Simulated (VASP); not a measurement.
A VASP calculation is set up with these files.

KPOINTS:
```
K-points
0
gamma
 5 5 7
```

**POSCAR**
```
MgH2
1.0
  4.3936058100   0.0000000000   0.0000000000
  0.0000000000   4.3936058100   0.0000000000
  0.0000000000   0.0000000000   2.9348375487
Mg H
2 4
Direct
  0.0000000000   0.0000000000   0.0000000000
  0.5000000000   0.5000000000   0.5000000000
  0.3043043859   0.3043043859   0.0000000000
  0.8043043859   0.1956956141   0.5000000000
  0.1956956141   0.8043043859   0.5000000000
  0.6956956141   0.6956956141   0.0000000000
```

**INCAR**
```
SYSTEM=MgH2
PREC=Accurate; ENCUT=520; LREAL=F
LASPH=T
EDIFF=1E-7; NELM=100; ALGO=Normal
ISMEAR=0; SIGMA=0.05
GGA=PS
IBRION=2; NSW=30; ISIF=4
EDIFFG=-0.01
LWAVE=F; LCHARG=F
```

POTCAR, in this order: Mg H (PBE.64 set). Program: vasp_std.

Question: Translate this PBEsol calculation to Quantum ESPRESSO's pw.x.

Answer: One equivalent input (not run):
```
&CONTROL
  calculation = 'vc-relax'
  pseudo_dir = './pseudo'
  outdir = './out'
  tprnfor = .true.
  tstress = .true.
  nstep = 30
  forc_conv_thr = 0.00039
/
&SYSTEM
  ibrav = 0
  nat = 6
  ntyp = 2
  ecutwfc = 84
  occupations = 'smearing'
  smearing = 'gaussian'
  degauss = 0.003675
  input_dft = 'pbesol'
/
&ELECTRONS
  conv_thr = 7.3e-09
  electron_maxstep = 100
/
&IONS
/
&CELL
  cell_dofree = 'shape'
/
ATOMIC_SPECIES
  Mg 24.305 Mg.upf
  H 1.008 H.upf
CELL_PARAMETERS angstrom
     4.3936058    0.0000000    0.0000000
     0.0000000    4.3936058    0.0000000
     0.0000000    0.0000000    2.9348375
ATOMIC_POSITIONS crystal
  Mg   0.0000000  0.0000000  0.0000000
  Mg   0.5000000  0.5000000  0.5000000
  H    0.3043044  0.3043044  0.0000000
  H    0.8043044  0.1956956  0.5000000
  H    0.1956956  0.8043044  0.5000000
  H    0.6956956  0.6956956  0.0000000
K_POINTS automatic
  5 5 7 0 0 0
```
Limits of the translation: the potentials are each code's own (VASP's PAW set, PseudoDojo norm-conserving files in pw.x), so ENCUT and ecutwfc are chosen apart and not converted; conv_thr bounds pw.x's estimated SCF error, while EDIFF bounds the energy change between steps; forc_conv_thr acts on force components and is met together with etot_conv_thr.

The compound is MgH2 in the rutile structure. This cell is one point of a volume scan, at 0.94 of the reference volume. Symmetry was kept, so distortions that lower it aren't found.
